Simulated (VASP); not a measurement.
Given:

```xyz
4
Lattice="3.1731 0.0000 0.0000 -1.5865 2.7480 0.0000 0.0000 0.0000 6.4591" Properties=species:S:1:pos:R:3 pbc="T T T"
Mo     0.0000     0.0000     0.0000
Mo     0.0000     0.0000     3.2295
S      0.0000     1.8320     1.6148
S      1.5865     0.9160     4.8443
```

All values below come from PBEsol GGA, VASP's PBE PAW potentials (set 64) (plane waves; VASP 6.6.1). Numerical set-up: 400 eV cut-off, 12×12×6 Γ-centred mesh, tetrahedra with Blöchl corrections, potentials Mo_sv S.

**Question.** The job: MoS (relaxed from the NiAs type structure, space group P6_3/mmc), 4 atoms, PBEsol, static run, 400 eV, 12×12×6 Γ-centred mesh. Roughly how much core time does it take on a busy server core?

**Answer.** About 40 core-seconds (one run on a shared machine, a rough figure). It had 76 irreducible k-points, 24 bands, up to 1042 plane waves and 14 electronic steps.

The structure was generated: MoS was put into the NiAs type type (P6_3/mmc), which need not be its known phase. It was relaxed first, which changed the volume by -33 %.
